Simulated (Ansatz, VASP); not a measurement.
# Cross-check of Se (Selenium) between VASP and Ansatz

Wanted: the spread between two codes on one cell, functional and k mesh. The cell is taken from a series of runs on this material, whose earlier steps may have relaxed, scaled, displaced or heated it; both programs get it as it stands.

Calculated with Ansatz 0.2.0; plane waves, with VASP 6.6.1 beside it; relaxation of cell and atoms at PBEsol.

**1. Starting point**

It takes space group P3_121 (No. 152, trigonal). The conventional cell has a = 4.037 Å, b = 4.037 Å, c = 5.122 Å, α = 90.00°, β = 90.00°, γ = 120.00°. Nearest to Se lie 2 Se at 2.44 Å.

**2. VASP: relaxation of cell and atoms, PBEsol**

The relaxed volume is the usual yardstick between codes: in a stiff, nearly cubic crystal its relative difference is about their pressure difference at one cell divided by the bulk modulus.

Lines of VASP's logs that name or quote its potential files are left out, and so is its time.

INCAR

```
SYSTEM = Se
PREC = Accurate
ENCUT = 500
EDIFF = 1E-07
NELM = 120
ISMEAR = 0
SIGMA = 0.01
LREAL = .FALSE.
ALGO = Normal
GGA = PS
NBANDS = 15
LORBIT = 11
LWAVE = .FALSE.
LCHARG = .FALSE.
ISIF = 3
IBRION = 2
NSW = 80
EDIFFG = -0.005
LASPH = .TRUE.
GGA_COMPAT = .FALSE.
NELMIN = 4
EFERMI = MIDGAP
KPAR = 2
```

POSCAR

```
Se
1.0
    4.0374010000      0.0000000000      0.0000000000
   -2.0187000000      3.4964920000      0.0000000000
    0.0000000000      0.0000000000      5.1221880000
Se
3
Direct
    0.2487682051      0.0000000000      0.3333333333
    0.0000000875      0.2487681939      0.6666666667
    0.7512317074      0.7512318061      0.0000000000
```

KPOINTS

```
Automatic mesh
0
Gamma
21 21 14
0 0 0
```

The projector-augmented-wave data sets are Se (PBE family, release 64).

Command:

```bash
mpirun -np 2 vasp_std
```

Numbers of over 12 decimals in the logs are rounded to 6 here.

Output:

```text
[banner, memory and clock lines left out]
running    2 mpi-ranks, on    1 nodes
 distrk:  each k-point on    1 cores,    2 groups
 distr:  one band on    1 cores,    1 groups

 POSCAR found type information on POSCAR Se
 POSCAR found :  1 types and       3 ions
|                                                                             |
|               ----> ADVICE to this user running VASP <----                  |
|                                                                             |
|     You enforced a specific xc type in the INCAR file but a different       |
|     [... a line on the potential file left out ...]
|     I HOPE YOU KNOW WHAT YOU ARE DOING!                                     |
|                                                                             |

 LDA part: xc-table for (Slater+PW92), standard interpolation
 POSCAR, INCAR and KPOINTS ok, starting setup
 FFT: planning ... GRIDC
 FFT: planning ... GRID_SOFT
 FFT: planning ... GRID
 WAVECAR not read
 entering main loop
       N       E                     dE             d eps       ncg     rms          rms(c)
DAV:   1     0.783314189263E+02    0.78331E+02   -0.72448E+03 18180   0.981E+02
DAV:   2    -0.673625672203E+01   -0.85068E+02   -0.80889E+02 24331   0.161E+02
DAV:   3    -0.116028592666E+02   -0.48666E+01   -0.48449E+01 21554   0.438E+01
DAV:   4    -0.116352492114E+02   -0.32390E-01   -0.32378E-01 24270   0.423E+00
DAV:   5    -0.116354518829E+02   -0.20267E-03   -0.20267E-03 22506   0.328E-01    0.708E+00
DAV:   6    -0.115811403392E+02    0.54312E-01   -0.30455E-02 23059   0.115E+00    0.435E+00
DAV:   7    -0.115616173659E+02    0.19523E-01   -0.59765E-02 20707   0.157E+00    0.181E-01
DAV:   8    -0.115607845261E+02    0.83284E-03   -0.91056E-03 19909   0.605E-01    0.975E-02
DAV:   9    -0.115608250612E+02   -0.40535E-04   -0.23235E-04 25726   0.109E-01    0.312E-02
DAV:  10    -0.115608261087E+02   -0.10475E-05   -0.26532E-05 22296   0.359E-02    0.603E-03
DAV:  11    -0.115608263961E+02   -0.28739E-06   -0.59169E-06 25138   0.148E-02    0.416E-03
DAV:  12    -0.115608262193E+02    0.17682E-06   -0.11715E-06 22023   0.691E-03    0.101E-03
DAV:  13    -0.115608261740E+02    0.45324E-07   -0.12625E-07 17154   0.214E-03
   1 F= -.11560826E+02 E0= -.11560826E+02  d E =-.115608E+02
[...]
2 F= -.11560867E+02 E0= -.11560867E+02  d E =-.406112E-04
[...]
3 F= -.11560950E+02 E0= -.11560950E+02  d E =-.124205E-03
[...]
4 F= -.11560950E+02 E0= -.11560950E+02  d E =-.124158E-03
[...]
5 F= -.11560959E+02 E0= -.11560959E+02  d E =-.908704E-05
 ZBRENT: can't locate minimum, use default step
 trial-energy change:   -0.000009  1 .order   -0.000009   -0.000010   -0.000009
 step:   3.6456(harm=  6.0052)  dis= 0.00134  next Energy=   -11.560983 (dE=-0.330E-04)
 bond charge predicted
       N       E                     dE             d eps       ncg     rms          rms(c)
DAV:   1    -0.115610158884E+02   -0.56474E-04   -0.38528E-03 18180   0.347E-01    0.363E-02
DAV:   2    -0.115609923858E+02    0.23503E-04   -0.17119E-04 25656   0.816E-02    0.199E-02
DAV:   3    -0.115609786656E+02    0.13720E-04   -0.22873E-05 19559   0.250E-02    0.723E-03
DAV:   4    -0.115609774692E+02    0.11964E-05   -0.37060E-06 24326   0.103E-02    0.311E-03
DAV:   5    -0.115609774968E+02   -0.27679E-07   -0.11169E-07 14669   0.226E-03
   6 F= -.11560977E+02 E0= -.11560977E+02  d E =-.271648E-04
 curvature:  -2.43 expect dE=-0.658E-05 dE for cont linesearch -0.391E-05
 trial: gam=-0.14376 g(F)=  0.487E-06 g(S)=  0.223E-05 ort = 0.427E-05 (trialstep = 0.146E+01)
 search vector abs. value=  0.172E-05
 reached required accuracy - stopping structural energy minimisation
```

OUTCAR, selected parts (step 2):

```text
ion  position               nearest neighbor table
   1  0.249  0.000  0.333-   2 2.44   3 2.44
   2  0.000  0.249  0.667-   1 2.44   3 2.44
   3  0.751  0.751  0.000-   2 2.44   1 2.44

  LATTYP: Found a hexagonal cell.
 ALAT       =     4.0374010000
 C/A-ratio  =     1.2686844829

 Subroutine GETGRP returns: Found  6 space group operations
 (whereof  2 operations were pure point group operations)

The static configuration has the point symmetry C_2 .
 The point group associated with its full space group is D_3 .

 Found    606 irreducible k-points:

   k-points           NKPTS =    606   k-points in BZ     NKDIM =    606   number of bands    NBANDS=     15

   dimension x,y,z NGX =    30 NGY =   30 NGZ =   40
   dimension x,y,z NGXF=    60 NGYF=   60 NGZF=   80

   ENCUT  =  500.0 eV  36.75 Ry    6.06 a.u.   7.36  7.36  9.34*2*pi/ulx,y,z

   NELECT =      18.0000    total number of electrons

 k-points in reciprocal lattice and weights: Automatic mesh
   0.00000000  0.00000000  0.00000000       0.000
   0.04761905  0.00000000  0.00000000       0.001
   0.09523810  0.00000000  0.00000000       0.001
   0.14285714  0.00000000  0.00000000       0.001
   0.19047619  0.00000000  0.00000000       0.001
   0.23809524  0.00000000  0.00000000       0.001
   0.28571429  0.00000000  0.00000000       0.001
   0.33333333  0.00000000  0.00000000       0.001
   0.38095238  0.00000000  0.00000000       0.001
[...]
0.33333333  0.28571429  0.50000000       0.002
   0.33333333  0.33333333  0.50000000       0.000

 average (electrostatic) potential at core
       1 -55.0825       2 -55.0825       3 -55.0825

 E-fermi :   3.9881

 k-point     1 :       0.0000    0.0000    0.0000
  band No.  band energies     occupation
    ...
      5       0.2988      2.00000
      6       0.2988      2.00000
      7       1.8396      2.00000
      8       1.8396      2.00000
      9       3.1830      2.00000
     10       5.1652      0.00000
     11       5.1652      0.00000
     12       5.7710      0.00000
     13      10.0006      0.00000
     14      10.0006      0.00000
    ...

 k-point     2 :       0.0476    0.0000    0.0000
  band No.  band energies     occupation
    ...
      5       0.2090      2.00000
      6       0.3272      2.00000
      7       1.8747      2.00000
      8       1.9761      2.00000
      9       3.1881      2.00000
     10       5.1105      0.00000
     11       5.1573      0.00000
     12       5.7655      0.00000
     13       9.9659      0.00000
     14       9.9910      0.00000
    ...

 k-point     3 :       0.0952    0.0000    0.0000
  band No.  band energies     occupation
    ...
      5       0.0120      2.00000
      6       0.3052      2.00000
      7       1.9629      2.00000
      8       2.2558      2.00000
      9       3.1758      2.00000
     10       5.0009      0.00000
     11       5.1417      0.00000
     12       5.7622      0.00000
     13       9.9032      0.00000
     14       9.9215      0.00000
    ...

  Total       -0.0079262     -0.0079262      0.0035693     -0.0000000      0.0000000     -0.0000000
  in kB       -0.1754731     -0.1754731      0.0790185     -0.0000000      0.0000000     -0.0000000
  external PRESSURE =      -0.0906426 kB  Pullay stress =       0.0000000 kB

  energy-cutoff  :      500.00
  volume of cell :       72.37
      direct lattice vectors                 reciprocal lattice vectors
     4.037419823  0.000000000  0.000000000     0.247682937  0.142999768 -0.000000000
    -2.018709412  3.496508301 -0.000000000    -0.000000000  0.285999607 -0.000000000
     0.000000000  0.000000000  5.126545810    -0.000000000 -0.000000000  0.195063116

 POSITION                                       TOTAL-FORCE (eV/Angst)
 -----------------------------------------------------------------------------------
      1.00655      0.00000      1.70885         0.001834      0.000000      0.000000
     -0.50327      0.87170      3.41770        -0.000917      0.001589     -0.000000
      1.51543      2.62481      0.00000        -0.000917     -0.001589     -0.000000
 -----------------------------------------------------------------------------------
    total drift:                               -0.000071      0.000033      0.000017

  FREE ENERGIE OF THE ION-ELECTRON SYSTEM (eV)
  ---------------------------------------------------
  free  energy   TOTEN  =       -11.5609774968 eV

  energy  without entropy=      -11.5609774968  energy(sigma->0) =      -11.56097750

 reached required accuracy - stopping structural energy minimisation

 total charge
# of ion       s       p       d       tot
------------------------------------------
    1        1.525   2.131   0.057   3.713
    2        1.525   2.131   0.057   3.713
    3        1.525   2.131   0.057   3.713
--------------------------------------------------
tot          4.575   6.392   0.171  11.138

[... 3 further parts left out ...]
```

The run keeps the 6 symmetry operations of its start, so it cannot find a distortion of lower symmetry.

**3. Ansatz: relaxation of cell and atoms, PBEsol**

Ansatz runs on its PAW soft_1 files.

The same cell, functional and mesh now go to Ansatz, which takes its cutoff from its data sets.

input.yaml

```yaml
crystal:
  lattice:
    - [4.0374009827, 0.0, 0.0]
    - [-2.0187004913, 3.4964918162, 0.0]
    - [0.0, 0.0, 5.1221877132]
  atoms:
    - { symbol: Se, position: [0.2487681395, 0.0, 0.3333333333] }
    - { symbol: Se, position: [0.0, 0.2487681395, 0.6666666667] }
    - { symbol: Se, position: [0.7512318605, 0.7512318605, 0.0] }
kpoints:
  mp_grid: { grid: [21, 21, 14] }
hamiltonian:
  xc: pbesol
  pseudopotentials: { kind: paw, azcp: { folder: soft_1 }, xc_functional: pbe }
scf:
  occupations: { method: fixed }
output:
  forces: true
  stress: true
  eigenvalues: true
relax:
  adjacent_minimum: "off"
  f_tol: 0.001
  max_steps: 60
  cell: { stress_tol: 0.01 }
```

Command:

```bash
ansatz run input.yaml --threads 4 --pin off --max-ram 10240MiB --backend cpu --events-out ev --progress --plain --runs-dir out
```

Output:

```text
Engine: ansatz 0.2.0, x86_64-unknown-linux-gnu
Pseudopotentials: kind: paw
Pseudopotential: Se, paw, valence charge 16, recommended cutoff 420 eV (normal), soft_1/Se.paw.azcp
Functional definition: PBEsol
  exchange = pbesol_x
  correlation = pbesol_c
Crystal: 3 atoms, lattice volume = 72.309 Å³
Basis set: ecut = 420 eV, 1409 PW (Γ), exchange–correlation on 54×54×72 points (8 copies of the dense FFT grid, shifted against one another)
Bands: 29, of which v1, the nominal top of the filled ones, is band 24 counted from 1 (23 counted from 0)
Symmetry: 6 space group operations
Space group: P3121 (ITA 152), of the structure as read, at distance tolerance 4.2e-5 Å
k-points: 606 of 6174 (time reversal used)
Non-local potential: Se, projectors of the file, l = 0: 2, l = 1: 2, l = 2: 3, l = 3: 1
PAW form: soft (Blöchl's): semilocal exchange-correlation on the pseudo side does not see the compensation charge
PAW frozen core: Se, regenerated for the run's functional, and the local potential with it (the file was generated under x = pbe(κ = 0.804, μ = 0.219515), c = pbe(β = 0.066725))
PAW one-centre angular grid: Se, 590 points (default); XC on 64 Gauss nodes
Initial density: superposition of atomic densities (chi_scale 0.1, normalization cell)
Initial wavefunctions: pseudopotential atomic-orbital guess
Functional: x = pbesol(κ = 0.804, μ = 0.123457), c = pbesol(β = 0.046)
SCF iter   1: F=—  HF=-16272.718624 eV  |F-HF|=—  |Δ(HF+E_count)|=         —  Δρ=2.60e-2  dr2=2.87e-1  ethr=3.10e-3  ⟨swp⟩=4.8  Hψ=62891  notcnv=0  defer=1183
preconditioner: auto → Resta (q_TF=auto, 2.548 Å⁻¹)  ε∞=4.2  [insulator: Δε(μ)=0.518 eV  Ē_g=10.412 eV  n_scr=22 (ndim 8)  ℏωp=18.5 eV  f_vac=0.018  ε∞_Penn≈4.2]
SCF iter   2: F=—  HF=-16272.665927 eV  |F-HF|=—  |Δ(HF+E_count)|=   5.27e-2  Δρ=1.43e-2  dr2=8.74e-2  ethr=5.98e-4  ⟨swp⟩=2.0  Hψ=23640  notcnv=0  defer=1812
SCF iter   3: F=—  HF=-16272.647960 eV  |F-HF|=—  |Δ(HF+E_count)|=   1.80e-2  Δρ=1.31e-3  dr2=7.85e-4  ethr=1.82e-4  ⟨swp⟩=2.0  Hψ=22866  notcnv=0  defer=1806
SCF iter   4: F=—  HF=-16272.648295 eV  |F-HF|=—  |Δ(HF+E_count)|=   3.35e-4  Δρ=2.06e-4  dr2=3.04e-5  ethr=1.63e-6  ⟨swp⟩=2.0  Hψ=23581  notcnv=0  defer=1817
SCF iter   5: F=—  HF=-16272.648331 eV  |F-HF|=—  |Δ(HF+E_count)|=   3.59e-5  Δρ=5.62e-5  dr2=2.21e-6  ethr=6.33e-8  ⟨swp⟩=2.1  Hψ=31505  notcnv=0  defer=606
SCF iter   6: F=—  HF=-16272.648333 eV  |F-HF|=—  |Δ(HF+E_count)|=   1.94e-6  Δρ=2.02e-5  dr2=3.82e-7  ethr=4.60e-9  ⟨swp⟩=2.0  Hψ=31512  notcnv=0  defer=608
SCF iter   7: F=-16272.648332 eV  HF=-16272.648332 eV  |F-HF|=3.06e-8  |Δ(HF+E_count)|=   1.70e-7  Δρ=7.23e-6  dr2=3.48e-8  ethr=2.08e-10  ⟨swp⟩=10.0  Hψ=98937  notcnv=0
SCF 1 converged in 7 iterations: F = -16272.648332 eV  dr2 = 3.48e-8
  greatest PAW one-centre occupation: 1.000 electrons in one spin orbital (limit 2), on the Se atom at site 0 (counted from 0), in its partial waves of l = 2
relax step   1: F+E_penalty+E_count = -16272.64833247 eV  Δ(F+E_penalty+E_count) = +0.000e0 eV  max|allowed force component| = 8.887e-5 eV/Å  Δτ_max = 0.0000 Å  P = -0.007 GPa  Ω = 72.309 Å³  (7 SCF iters, dr2 threshold 1.00e-7 eV, accepted)
Initial density: handed on by an earlier stage of this run
Initial wavefunctions: pseudopotential atomic-orbital guess (no wavefunctions were taken with the density)
iter 1 solved again at ethr=5.43e-9 eV; its pass at ethr=3.10e-3 eV (dr2=2.61e-6 eV) is discarded
SCF iter   1: F=—  HF=-16272.648322 eV  |F-HF|=—  |Δ(HF+E_count)|=         —  Δρ=7.20e-6  dr2=3.45e-8  ethr=5.43e-9  ⟨swp⟩=3.0  Hψ=115792  notcnv=0  defer=1815
preconditioner: auto → Resta (q_TF=auto, 2.548 Å⁻¹)  ε∞=4.2  [insulator: Δε(μ)=0.393 eV  Ē_g=10.397 eV  n_scr=22 (ndim 8)  ℏωp=18.5 eV  f_vac=0.033  ε∞_Penn≈4.2]
SCF iter   2: F=—  HF=-16272.648332 eV  |F-HF|=—  |Δ(HF+E_count)|=   1.09e-5  Δρ=4.63e-6  dr2=1.52e-8  ethr=7.19e-11  ⟨swp⟩=2.9  Hψ=32741  notcnv=0  defer=1815
SCF iter   3: F=—  HF=-16272.648332 eV  |F-HF|=—  |Δ(HF+E_count)|=   1.84e-8  Δρ=1.25e-6  dr2=1.62e-9  ethr=3.16e-11  ⟨swp⟩=2.0  Hψ=21434  notcnv=0  defer=1815
SCF iter   4: F=—  HF=-16272.648332 eV  |F-HF|=—  |Δ(HF+E_count)|=   1.64e-9  Δρ=4.58e-7  dr2=1.25e-10  ethr=3.38e-12  ⟨swp⟩=2.0  Hψ=31512  notcnv=0  defer=1815
SCF iter   5: F=—  HF=-16272.648332 eV  |F-HF|=—  |Δ(HF+E_count)|=  9.64e-11  Δρ=7.21e-8  dr2=3.07e-12  ethr=1.00e-12  ⟨swp⟩=2.0  Hψ=19546  notcnv=0  defer=1815
SCF iter   6: F=-16272.648332 eV  HF=-16272.648332 eV  |F-HF|=1.82e-12  |Δ(HF+E_count)|=  1.82e-12  Δρ=1.47e-8  dr2=9.27e-14  ethr=1.00e-12  ⟨swp⟩=9.8  Hψ=92112  notcnv=0
SCF 2 converged in 6 iterations: F = -16272.648332 eV  dr2 = 9.27e-14
  greatest PAW one-centre occupation: 1.000 electrons in one spin orbital (limit 2), on the Se atom at site 2 (counted from 0), in its partial waves of l = 2
relax step   2: F+E_penalty+E_count = -16272.64833248 eV  Δ(F+E_penalty+E_count) = -8.611e-9 eV  max|allowed force component| = 7.912e-5 eV/Å  Δτ_max = 0.0000 Å  P = -0.007 GPa  Ω = 72.309 Å³  stress off target by 8.39e-3 GPa  SCF on the basis re-selected at this cell (its energy is not comparable with the rows above)  (6 SCF iters)
basis re-selected at this cell: Δ(F+E_penalty+E_count) = -8.611e-9 eV, ΔP = +0.000 GPa vs the last step (what re-selecting the basis moved, of the pressure what is left beyond the Pulay correction that the steps carried, after the strain that the cell walked since its last selection, with what the two solves' SCF thresholds leave and, on support functions, any second-order correction that the steps lacked; it is no m [...]
SCF converged after 6 iterations
Free energy (F): -16272.648332 eV
Harris-Foulkes:  -16272.648332 eV  (|F-HF|=1.82e-12)
Internal energy: -16272.648332 eV  (E = F + TS)
E sigma→0 (E₀):  -16272.648332 eV
Fermi energy:    8.144548 eV
--- Per-component energies (eV) ---
  E_band       = -1178.435070
  E_kinetic    = 328.462183
  E_local      = -7818.876506  (includes V_loc(G=0)·N_el)
  E_nonlocal   = -1055.496256
  E_hartree    = 4103.254091
  E_xc         = -251.953664
  E_vxc        = -268.652542  (∫ρ·V_xc dr)
  E_paw        = -6260.051972  (= ΣΔE_a)
  E_vpaw       = -570.379023  (= ΣTr[D̂ρ^β])
  E_aug_tail   = -0.001110  (compensation charges beyond the density's cutoff)
  E_ewald      = -5321.010455
  E_core_change = 3.025355  (= ΣΔE_core)
  E_smearing   = -0.000000  (= −TS)
  E_closure    = -0.000000  (closes the sum)
  Σ components = -16272.648332   (vs F -16272.648332, Δ=0.00e0)
--- Forces (eV/Å), atoms counted from 1 ---
  atom   1  Se    -0.00007912     0.00000000    -0.00000000
  atom   2  Se     0.00003956    -0.00006852    -0.00000000
  atom   3  Se     0.00003956     0.00006852     0.00000000
  max |Σ_I F_I| component: 7.23e-18 eV/Å
--- Stress (GPa, compression-positive) ---
       -0.008391       0.000000       0.000000
        0.000000      -0.008391       0.000000
        0.000000       0.000000      -0.004300
  P = ⅓ Tr σ = -0.0070 GPa (-0.070 kbar)
--- Band table (eV; the first three rows and the last of 606) ---
  k-point 0: bands = [... 20 lower, 4.6330, 6.1860, 6.1860, 7.5370, 9.5224, 9.5224, 10.1218, 14.3630, ... 1 higher]
  k-point 1: bands = [... 20 lower, 4.8006, 6.1572, 6.2436, 7.5191, 9.4783, 9.4862, 10.0584, 14.3663, ... 1 higher]
  k-point 2: bands = [... 20 lower, 4.9374, 6.1614, 6.3241, 7.4650, 9.3645, 9.3896, 9.8902, 14.3504, ... 1 higher]
  k-point 605: bands = [... 20 lower, 2.4946, 6.9162, 8.0934, 8.0934, 8.5375, 10.2664, 10.2664, 15.1630, ... 1 higher]
--- Relaxed structure (1 steps of the walk, 1 accepted, 1 SCFs on fresh bases) ---
  F+E_penalty+E_count = -16272.64833248 eV   max|allowed force component| = 7.912e-5 eV/Å   (the final SCF, on the basis selected at the relaxed cell)
  cell:  # Å, volume = 72.3086 Å³
    - [4.037401, -2.8867580836296006e-11, 0.0]
    - [-2.018700, 3.496492, 0.0]
    - [0.0, 0.0, 5.1221877132]
  atoms:
    - { symbol: Se, position: [0.2487681395, 0, 0.333333] }
    - { symbol: Se, position: [2.7755575615628914e-17, 0.2487681395, 0.666667] }
    - { symbol: Se, position: [0.751232, 0.7512318605, 0.0] }
```

In the SCF lines HF is the Harris–Foulkes energy and dr2 the Hartree energy of the density residual, in eV; the loop may stop once dr2 is under the threshold and the program's other checks hold. Hψ counts applications of the Hamiltonian.

**4. Side by side**

Known differences besides the potentials themselves: fixed occupations in Ansatz, narrow Gaussian smearing in VASP; the data sets hold 48 valence electrons in Ansatz (on its PAW soft_1 files) and 18 in VASP; the cutoff is 420 eV in Ansatz and 500 eV in VASP; Ansatz makes its cores anew for this functional, VASP keeps those of its PBE data sets; Ansatz adds a Pulay correction to the stress that steers its cell, VASP none. Total energies have different zeros and are not compared.

The two programs side by side:

```csv
quantity,Ansatz,VASP,difference
volume (Å³),72.31,72.37,-0.09 %
"edge a after relaxation, in the typed setting (Å)",4.037,4.037,+0.00 %
"edge c after relaxation, in the typed setting (Å)",5.122,5.127,-0.08 %
```

**5. Results**

| Item | Value |
| --- | --- |
| difference in volume (relaxation of cell and atoms, PBEsol) | -0.086 % |

What this shows: The difference in volume is -0.086 % (relaxation of cell and atoms, PBEsol), within the 1.2 % picked in this series as the mark of a large difference, as far as the stopping tolerances let one tell. The data sets hold unlike numbers of valence electrons (48 in Ansatz and 18 in VASP), so part of the differences comes from the potentials. How closely two codes agree says nothing of how well the functional describes the real material.

[Lines on the potential files, build, host, timing and source positions are cut from VASP's logs without a mark.]

[Logs are printed without paths, hosts, clocks, repeated set-up lines and the standing remarks that a program may print on its own settings, such as how far it seeks lower states.]

[Hosts, paths, dates, database ids (printed as entryN), source tags and the programs' standing remarks are cut or masked in the printed files.]
